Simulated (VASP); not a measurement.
An input for Quantum ESPRESSO's pw.x (written as the equivalent of a VASP run, and not itself run):

```
&CONTROL
  calculation = 'vc-relax'
  pseudo_dir = './pseudo'
  outdir = './out'
  tprnfor = .true.
  tstress = .true.
  nstep = 40
  forc_conv_thr = 0.00039
/
&SYSTEM
  ibrav = 0
  nat = 2
  ntyp = 2
  ecutwfc = 84
  occupations = 'smearing'
  smearing = 'gaussian'
  degauss = 0.003675
  input_dft = 'pbesol'
/
&ELECTRONS
  conv_thr = 7.3e-09
  electron_maxstep = 100
/
&IONS
/
&CELL
  press = 200
/
ATOMIC_SPECIES
  K 39.098 K.upf
  F 18.998 F.upf
CELL_PARAMETERS angstrom
     0.0000000    2.4120494    2.4120494
     2.4120494   -0.0000000    2.4120494
     2.4120494    2.4120494   -0.0000000
ATOMIC_POSITIONS crystal
  K    0.0000000  0.0000000  0.0000000
  F    0.5000000  0.5000000  0.5000000
K_POINTS automatic
  8 8 8 0 0 0
```

Task: Translate this input to VASP (INCAR, KPOINTS, POSCAR, choice of POTCAR).

Result: This is not unique; one that fits is 
File POSCAR:
```
KF
1
    0.0000000000     2.4120493637     2.4120493637
    2.4120493637    -0.0000000000     2.4120493637
    2.4120493637     2.4120493637    -0.0000000000
K F
1 1
Direct
  0.0000000000   0.0000000000   0.0000000000
  0.5000000000   0.5000000000   0.5000000000
```

File KPOINTS:
```
Automatic
0
Gamma
  8 8 8
```

### INCAR
```
ALGO = Normal
EDIFF = 1E-7
EDIFFG = -0.01
ENCUT = 600
GGA = PS
IBRION = 2
ISIF = 3
ISMEAR = 0
LASPH = .TRUE.
LCHARG = .FALSE.
LREAL = .FALSE.
LWAVE = .FALSE.
NELM = 100
NSW = 40
PREC = Accurate
PSTRESS = 200
SIGMA = 0.05
SYSTEM = KF
```

POTCAR, in this order: K_sv F (PBE.64 set). Program: vasp_std.

What does not carry over: the potentials are each code's own (VASP's PAW set, PseudoDojo norm-conserving files in pw.x), so ENCUT and ecutwfc are chosen apart and not converted; conv_thr bounds pw.x's estimated SCF error, while EDIFF bounds the energy change between steps; forc_conv_thr acts on force components and is met together with etot_conv_thr.

The compound is KF in the rock salt structure. It was relaxed first under an external pressure of 20 GPa.
